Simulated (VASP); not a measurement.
# CuRu with PBE: from relaxation to properties, part 3 of 3

Wanted: the relaxed cell of CuRu and its properties. The cell is invented: it takes the structure of COD entry 9008813, CuPd (space group 221 there), with some of its atoms replaced by other elements, volume scaled by an estimate. It may not be a known or stable phase. Left out of this account: 1 further run (elastic: elastic constants of a metal on too coarse a mesh).

VASP 6.6.1; PBE; plane waves and PAW (Ru_pv, Cu); invented cell.

Still holding for the runs below: This run has no spin polarisation. Its electron count is odd, so without a moment it is a metal by construction. The k-mesh is coarse for a metal.

So far. Step 5 (Bands along the symmetry lines (PBE)): There is no gap at this level. Step 6 (Density of states (PBE)): The finer mesh and the other smearing move the Fermi level by -0.05 eV from the 8×8×8 run, one measure of the sampling error in the zero of the bands above. Of the states within 0.3 eV of the Fermi level, the largest shares in the PAW spheres are Ru d 72 % and Cu d 17 %. The rest lies in smaller channels or between the spheres. The relaxed cell has a = 2.954 Å (conventional setting).

## (7) Zone-centre phonons (PBE)

Zone-centre modes test whether the atoms sit at a minimum within this cell. IBRION = 8 takes the force constants from linear response, which needs tightly converged orbitals.

INCAR

```
SYSTEM = CuRu
PREC = Accurate
ENCUT = 400
EDIFF = 1E-08
NELM = 100
ISMEAR = 1
SIGMA = 0.2
LREAL = .FALSE.
ALGO = Normal
GGA = PE
LORBIT = 11
LWAVE = .FALSE.
LCHARG = .FALSE.
IBRION = 8
ISIF = 2
```

POSCAR

```
CuRu
1.0
    2.9541331336      0.0000000000      0.0000000000
    0.0000000000      2.9541331336      0.0000000000
    0.0000000000      0.0000000000      2.9541331336
Ru Cu
1 1
Direct
    0.5000000000      0.5000000000      0.5000000000
    0.0000000000      0.0000000000      0.0000000000
```

KPOINTS

```
Automatic mesh
0
Gamma
8 8 8
0 0 0
```

PAW data sets: Ru_pv and Cu (PBE family, release 64).

Started as:

```
mpirun -np 1 vasp_std
```

Log:

```text
[... set-up lines as in an earlier step ...]
 entering main loop
       N       E                     dE             d eps       ncg     rms          rms(c)
[... 13 cycles as in an earlier step ...]
DAV:  14    -0.120459718432E+02    0.85438E-06   -0.24404E-06  1784   0.447E-02    0.369E-03
DAV:  15    -0.120459716552E+02    0.18802E-06   -0.96634E-07  1640   0.314E-02    0.665E-04
DAV:  16    -0.120459716166E+02    0.38601E-07   -0.79378E-08  1632   0.670E-03    0.194E-04
DAV:  17    -0.120459716256E+02   -0.89622E-08   -0.12840E-09   784   0.943E-04
   1 F= -.12045972E+02 E0= -.12043604E+02  d E =-.710381E-02
 Linear response reoptimize wavefunctions to high precision
DAV:   1    -0.120459716209E+02    0.46225E-08   -0.52406E-10   912   0.504E-04
DAV:   2    -0.120459716209E+02    0.42292E-10   -0.19223E-10   656   0.171E-04
 Linear response DOF=           2
 Linear response progress:
  Degree of freedom:   1/  2
       N       E                     dE             d eps       ncg     rms          rms(c)
RMM:   1    -0.549673893663E+00   -0.54967E+00    0.36888E+00  2638   0.638E+01
RMM:   2    -0.646089391082E+00   -0.96415E-01   -0.35564E-01  3810   0.496E+00    0.127E-01
RMM:   3    -0.648767451396E+00   -0.26781E-02   -0.12716E-02  3870   0.964E-01    0.442E-02
RMM:   4    -0.648670374077E+00    0.97077E-04   -0.82297E-04  4255   0.229E-01    0.229E-02
RMM:   5    -0.648410674791E+00    0.25970E-03   -0.13137E-04  4415   0.857E-02    0.833E-03
RMM:   6    -0.648376552069E+00    0.34123E-04   -0.15953E-05  4094   0.302E-02    0.548E-03
RMM:   7    -0.648368257857E+00    0.82942E-05   -0.43829E-06  3832   0.181E-02    0.187E-03
RMM:   8    -0.648365189124E+00    0.30687E-05   -0.19728E-06  4694   0.739E-03    0.965E-04
RMM:   9    -0.648365847104E+00   -0.65798E-06   -0.73807E-07  4681   0.285E-03    0.516E-04
RMM:  10    -0.648367042576E+00   -0.11955E-05   -0.45948E-07  4662   0.146E-03    0.101E-04
RMM:  11    -0.648367048964E+00   -0.63885E-08   -0.11805E-07  4422   0.826E-04    0.675E-05
RMM:  12    -0.648367456108E+00   -0.40714E-06   -0.19287E-07  4768   0.488E-04    0.133E-05
RMM:  13    -0.648367539938E+00   -0.83831E-07    0.88466E-09  4508   0.328E-04    0.791E-06
RMM:  14    -0.648367558033E+00   -0.18094E-07   -0.11624E-07  4687   0.246E-04    0.823E-06
RMM:  15    -0.648367611975E+00   -0.53943E-07    0.39416E-08  4822   0.200E-04    0.140E-06
RMM:  16    -0.648367609180E+00    0.27948E-08   -0.58700E-08  4446   0.171E-04    0.204E-06
 first order change of Fermi-energy  -0.50886E-02
 force on displaced ion       1 direction 1 :  -8.767  -0.000  -0.000
 Linear response progress:
  Degree of freedom:   2/  2
       N       E                     dE             d eps       ncg     rms          rms(c)
RMM:   1    -0.240540237201E+00   -0.24054E+00   -0.19861E-01  4236   0.101E+01
RMM:   2    -0.235979765348E+00    0.45605E-02   -0.77504E-03  3334   0.146E+00    0.156E-01
RMM:   3    -0.236233516101E+00   -0.25375E-03   -0.14457E-03  3680   0.331E-01    0.957E-02
RMM:   4    -0.236439985062E+00   -0.20647E-03   -0.56828E-04  3697   0.204E-01    0.181E-02
RMM:   5    -0.236387002793E+00    0.52982E-04   -0.47131E-05  3540   0.565E-02    0.856E-03
RMM:   6    -0.236409526239E+00   -0.22523E-04   -0.51098E-06  3309   0.253E-02    0.542E-03
RMM:   7    -0.236414954320E+00   -0.54281E-05   -0.49721E-07  3190   0.165E-02    0.237E-03
RMM:   8    -0.236400384927E+00    0.14569E-04   -0.59799E-07  3792   0.550E-03    0.755E-04
RMM:   9    -0.236397774890E+00    0.26100E-05   -0.69457E-08  4151   0.157E-03    0.329E-04
RMM:  10    -0.236395309488E+00    0.24654E-05   -0.22946E-08  4093   0.848E-04    0.113E-04
RMM:  11    -0.236395946499E+00   -0.63701E-06   -0.11830E-08  4090   0.392E-04    0.253E-05
RMM:  12    -0.236395774120E+00    0.17238E-06   -0.86299E-09  4543   0.168E-04    0.115E-05
RMM:  13    -0.236395849860E+00   -0.75741E-07   -0.84621E-09  4302   0.966E-05    0.226E-06
RMM:  14    -0.236395852940E+00   -0.30795E-08   -0.81799E-09  4374   0.712E-05    0.806E-07
 first order change of Fermi-energy   0.51988E-02
 force on displaced ion       2 direction 1 :  -8.738   0.000   0.000
 Linear response finished
```

Run time: 1.9 min. Hardware: 1 MPI rank of AMD EPYC 7R43, shared host; peak memory 0.14 GiB.

Parts of OUTCAR (step 7):

```text
   NELECT =      25.0000    total number of electrons

  Total        0.0133651      0.0133651      0.0133651      0.0000000      0.0000000     -0.0000000
  in kB        0.8306002      0.8306002      0.8306002      0.0000000      0.0000000     -0.0000000
  external PRESSURE =       0.8306002 kB  Pullay stress =       0.0000000 kB

 Eigenvectors and eigenvalues of the dynamical matrix
 ----------------------------------------------------

   1 f  =    7.403317 THz    46.516410 2PiTHz  246.948061 cm-1    30.617644 meV
             X         Y         Z           dx          dy          dz
      1.477067  1.477067  1.477067    -0.000000    0.621943    0.000000
      0.000000  0.000000  0.000000     0.000000   -0.783062    0.000000

   2 f  =    7.403317 THz    46.516410 2PiTHz  246.948061 cm-1    30.617644 meV
             X         Y         Z           dx          dy          dz
      1.477067  1.477067  1.477067     0.621943    0.000000    0.000000
      0.000000  0.000000  0.000000    -0.783062   -0.000000   -0.000000

   3 f  =    7.403317 THz    46.516410 2PiTHz  246.948061 cm-1    30.617644 meV
             X         Y         Z           dx          dy          dz
      1.477067  1.477067  1.477067     0.000000   -0.000000   -0.621943
      0.000000  0.000000  0.000000    -0.000000    0.000000    0.783062

   4 f/i=    0.005989 THz     0.037630 2PiTHz    0.199770 cm-1     0.024768 meV
             X         Y         Z           dx          dy          dz
      1.477067  1.477067  1.477067    -0.160057    0.704652   -0.301718
      0.000000  0.000000  0.000000    -0.127124    0.559666   -0.239638

   5 f/i=    0.005989 THz     0.037630 2PiTHz    0.199770 cm-1     0.024768 meV
             X         Y         Z           dx          dy          dz
      1.477067  1.477067  1.477067     0.459580    0.334899    0.538345
      0.000000  0.000000  0.000000     0.365019    0.265992    0.427578

   6 f/i=    0.005989 THz     0.037630 2PiTHz    0.199770 cm-1     0.024768 meV
             X         Y         Z           dx          dy          dz
      1.477067  1.477067  1.477067    -0.613477    0.067042    0.482014
      0.000000  0.000000  0.000000    -0.487251    0.053248    0.382837

 ELASTIC MODULI CONTR FROM IONIC RELAXATION (kBar)
 Direction    XX          YY          ZZ          XY          YZ          ZX
 --------------------------------------------------------------------------------
 XX           0.0000      0.0000      0.0000      0.0000      0.0000      0.0000
 YY           0.0000      0.0000      0.0000      0.0000      0.0000      0.0000
 ZZ           0.0000      0.0000      0.0000      0.0000      0.0000      0.0000
 XY           0.0000      0.0000      0.0000      0.0000      0.0000      0.0000
 YZ           0.0000      0.0000      0.0000      0.0000      0.0000      0.0000
 ZX           0.0000      0.0000      0.0000      0.0000      0.0000      0.0000
 --------------------------------------------------------------------------------

[... 9 parts as in an earlier step ...]

[... 3 further parts left out ...]
```

Energies printed during the response cycles are not total energies of the cell.

This step gave:

```
irreducible k-points      : 35
pressure of the cell      : 0.08306 GPa
largest force of the cell : 0 eV/Å
Fermi energy              : 10.05 eV
```

Modes at Γ, with each element's share of the kinetic energy:

| mode | frequency (cm⁻¹) | symmetry | Ru % | Cu % |
| --- | --- | --- | --- | --- |
| 1 | -0.2 | acoustic | 61 | 39 |
| 2 | -0.2 | acoustic | 61 | 39 |
| 3 | -0.2 | acoustic | 61 | 39 |
| 4 | 246.9 | T1u | 39 | 61 |
| 5 | 246.9 | T1u | 39 | 61 |
| 6 | 246.9 | T1u | 39 | 61 |

Displacements in mode 4 (246.9 cm⁻¹), the largest set to 1:
```
Ru1  0.00  0.00 -0.63
Cu2  0.00  0.00  1.00
```

The three acoustic modes lie within 0.2 cm⁻¹ of zero, and all others are real. By the characters of their eigenvectors the optical modes sort into (cm⁻¹) infrared active: T1u 247.

## (8) Field gradients at the nuclei (PBE)

Field gradients probe how far the charge around each nucleus departs from cubic symmetry; LASPH keeps the non-spherical terms inside the spheres.

Changes to INCAR since step 7:

```diff
@@ -3,3 +3,3 @@
 ENCUT = 400
-EDIFF = 1E-08
+EDIFF = 1E-07
 NELM = 100
@@ -13,3 +13,3 @@
 LCHARG = .FALSE.
-IBRION = 8
-ISIF = 2
+LEFG = .TRUE.
+LASPH = .TRUE.
```

POSCAR is that of step 7.

KPOINTS is that of step 7.

Started as:

```
mpirun -np 1 vasp_std
```

Log:

```text
[... set-up lines as in an earlier step ...]
 entering main loop
       N       E                     dE             d eps       ncg     rms          rms(c)
DAV:   1     0.158181540942E+03    0.15818E+03   -0.12726E+04  1232   0.189E+03
DAV:   2    -0.992064510863E+01   -0.16810E+03   -0.16512E+03  1168   0.399E+02
DAV:   3    -0.141745540595E+02   -0.42539E+01   -0.42273E+01  1376   0.734E+01
DAV:   4    -0.142559287721E+02   -0.81375E-01   -0.81255E-01  1456   0.846E+00
DAV:   5    -0.142583360611E+02   -0.24073E-02   -0.24072E-02  1640   0.143E+00    0.157E+01
DAV:   6    -0.157118234733E+02   -0.14535E+01   -0.64625E+01  1208   0.221E+02    0.125E+01
DAV:   7    -0.120756266556E+02    0.36362E+01   -0.13105E+01  1424   0.899E+01    0.166E+00
DAV:   8    -0.120770555509E+02   -0.14289E-02   -0.74482E-01  1672   0.223E+01    0.178E+00
DAV:   9    -0.120602633593E+02    0.16792E-01   -0.24050E-01  1448   0.172E+01    0.843E-01
DAV:  10    -0.120491026049E+02    0.11161E-01   -0.44145E-02  1344   0.737E+00    0.652E-02
DAV:  11    -0.120494113030E+02   -0.30870E-03   -0.18076E-03  1720   0.122E+00    0.132E-01
DAV:  12    -0.120491886325E+02    0.22267E-03   -0.13133E-03  1376   0.130E+00    0.348E-02
DAV:  13    -0.120491785127E+02    0.10120E-04   -0.67223E-05  1720   0.228E-01    0.935E-03
DAV:  14    -0.120491778026E+02    0.71010E-06   -0.30993E-06  1744   0.482E-02    0.235E-03
DAV:  15    -0.120491776734E+02    0.12921E-06   -0.45260E-07  1192   0.207E-02    0.584E-04
DAV:  16    -0.120491776525E+02    0.20876E-07   -0.58943E-08   736   0.568E-03
ion   1
     0.0000000     0.0000000     0.0000000     0.0000000    -0.0000000    -0.0000000
     0.0000541     0.0000000     0.0000000     0.0000000    -0.0000000    -0.0000000
     0.0000746     0.0000000     0.0000000     0.0000000    -0.0000000    -0.0000000
     0.0001027     0.0000000     0.0000000     0.0000000    -0.0000000    -0.0000000
     0.0001414     0.0000000     0.0000000     0.0000000    -0.0000000    -0.0000000

     0.0000000     0.0000000     0.0000000     0.0000000    -0.0000000    -0.0000000
     0.0000541     0.0000000     0.0000000     0.0000000    -0.0000000    -0.0000000
     0.0000746     0.0000000     0.0000000     0.0000000    -0.0000000    -0.0000000
     0.0001027     0.0000000     0.0000000     0.0000000    -0.0000000    -0.0000000
     0.0001414     0.0000000     0.0000000     0.0000000    -0.0000000    -0.0000000

ion   2
     0.0000000     0.0000000    -0.0000000    -0.0000000     0.0000000     0.0000000
     0.0000464     0.0000000    -0.0000000    -0.0000000     0.0000000     0.0000000
     0.0000639     0.0000000    -0.0000000    -0.0000000     0.0000000     0.0000000
     0.0000880     0.0000000    -0.0000000    -0.0000000     0.0000000     0.0000000
     0.0001211     0.0000000    -0.0000000    -0.0000000     0.0000000     0.0000000

     0.0000000     0.0000000     0.0000000    -0.0000000    -0.0000000     0.0000000
     0.0000464     0.0000000     0.0000000    -0.0000000    -0.0000000     0.0000000
     0.0000639     0.0000000     0.0000000    -0.0000000    -0.0000000     0.0000000
     0.0000880     0.0000000     0.0000000    -0.0000000    -0.0000000     0.0000000
     0.0001211     0.0000000     0.0000000    -0.0000000    -0.0000000     0.0000000

   1 F= -.12049178E+02 E0= -.12046825E+02  d E =-.705819E-02
```

Wall time 25 s (1 MPI rank); peak memory 0.1 GiB.

Parts of OUTCAR (step 8):

```text
   NELECT =      25.0000    total number of electrons

 E-fermi :  10.0500

 k-point     1 :       0.0000    0.0000    0.0000
  band No.  band energies     occupation
    ...
      7       6.7854      2.00000
      8       6.7854      2.00000
      9       6.7854      2.00000
     10       8.5537      2.00000
     11       8.5537      2.00000
     12      10.5796     -0.00116
     13      10.5796     -0.00116
     14      10.5796     -0.00116
     15      18.6524      0.00000
     16      18.6524      0.00000

  Total        0.0073084      0.0073084      0.0073084      0.0000000      0.0000000      0.0000000
  in kB        0.4541945      0.4541945      0.4541945      0.0000000      0.0000000      0.0000000
  external PRESSURE =       0.4541945 kB  Pullay stress =       0.0000000 kB

  FREE ENERGIE OF THE ION-ELECTRON SYSTEM (eV)
  ---------------------------------------------------
  free  energy   TOTEN  =       -12.0491776525 eV

  energy  without entropy=      -12.0421194637  energy(sigma->0) =      -12.04682492

 Electric field gradients after diagonalization (V/A^2)
 (convention: |V_zz| > |V_xx| > |V_yy|)
----------------------------------------------------------------------
 ion       V_xx      V_yy      V_zz     asymmetry (V_yy - V_xx)/ V_zz
----------------------------------------------------------------------
   1      -0.000    -0.000     0.000       0.199
   2       0.000     0.000     0.000      -0.150
----------------------------------------------------------------------

[... 9 parts as in an earlier step ...]

[... 9 further parts left out ...]
```

This step gave:

| Item | Value |
| --- | --- |
| SCF cycles | 16 |
| energy at zero smearing | -12.05 eV |
| pressure | 0.04542 GPa |

Electric field gradients, by row:

```
atom  Vxx (V/Å²)  Vyy (V/Å²)  Vzz (V/Å²)  asymmetry
 Ru1           0           0           0          -
 Cu2           0           0           0          -
```

All gradients vanish within the noise.

The run ends at a pressure of 0.05 GPa.

## (9) Summary of results

```
relaxed volume                            : 12.89 Å³/atom
relaxed conventional cell a, b, c         : 2.954, 2.954, 2.954 Å
space group after relaxing, within 0.02 Å : Pm-3m (No. 221)
band gap                                  : none, a metal
DOS at the Fermi level                    : 2.11 states/eV/cell
highest zone-centre mode                  : 247 cm⁻¹
largest field gradient Vzz                : zero within the noise on all sites
```

In words: With PBE, CuRu relaxes to 12.89 Å³/atom in space group Pm-3m (held by the symmetry of the run) and comes out as a metal. Bands along the symmetry lines (PBE): Of the bands kept, 4 cross the Fermi level on this path. Zone-centre phonons (PBE): The highest mode in this list at Γ, 246.9 cm⁻¹, has its largest share on Cu (61 % of the kinetic energy). Spin-orbit coupling is left out; it would split some degenerate bands. The k-sampling is coarse for a metal, so the Fermi level, pressures and the shape of the cell carry errors. With an odd electron count and no spin the cell is a metal by construction. Modes at Γ alone can't show that the crystal is stable at other wave vectors. No search among competing phases was made. All values are for a static lattice at zero temperature.

[Lines on the potential files, build, host, timing and source positions are cut from VASP's logs without a mark.]

[Logs are printed without paths, hosts, clocks, repeated set-up lines and the standing remarks that a program may print on its own settings, such as how far it seeks lower states.]

[Hosts, paths, dates, database ids (printed as entryN), source tags and the programs' standing remarks are cut or masked in the printed files.]

[A measured line is paired with the nearest computed mode of its activity, which favours agreement.]
